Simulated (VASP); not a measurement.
Given:

```xyz
2
Lattice="0.0000 2.6275 2.6275 2.6275 0.0000 2.6275 2.6275 2.6275 0.0000" Properties=species:S:1:pos:R:3 pbc="T T T"
Bi     0.0000     0.0000     0.0000
B      2.6275     2.6275     2.6275
```

Computed with r2SCAN meta-GGA, VASP's PBE PAW potentials (set 64) (plane waves; VASP). Run with 520 eV cut-off, 13×13×13 Γ-centred mesh, tetrahedra with Blöchl corrections, potentials Bi_d B.

### Question
Give the energies of bands 7 to 12 at the high-symmetry points, in eV from the Fermi level.

### Answer

```json
[
 {"band": "7", "Γ": "-0.09", "X": "-6.39", "U": "-7.00", "L": "-8.88", "W": "-6.69"},
 {"band": "8", "Γ": "-0.09", "X": "-4.34", "U": "-5.68", "L": "1.17", "W": "-5.05"},
 {"band": "9", "Γ": "-0.09", "X": "-3.04", "U": "-2.16", "L": "1.17", "W": "-5.05"},
 {"band": "10", "Γ": "0.23", "X": "-3.04", "U": "-0.80", "L": "1.98", "W": "2.31"},
 {"band": "11", "Γ": "7.04", "X": "4.52", "U": "6.25", "L": "1.98", "W": "3.96"},
 {"band": "12", "Γ": "7.04", "X": "9.14", "U": "6.93", "L": "3.17", "W": "7.80"}
]
```

It has no gap at this level: it comes out as a metal or semimetal.

The structure was generated: BiB was put into the rocksalt type (Fm-3m), which need not be its known phase. It was relaxed first.
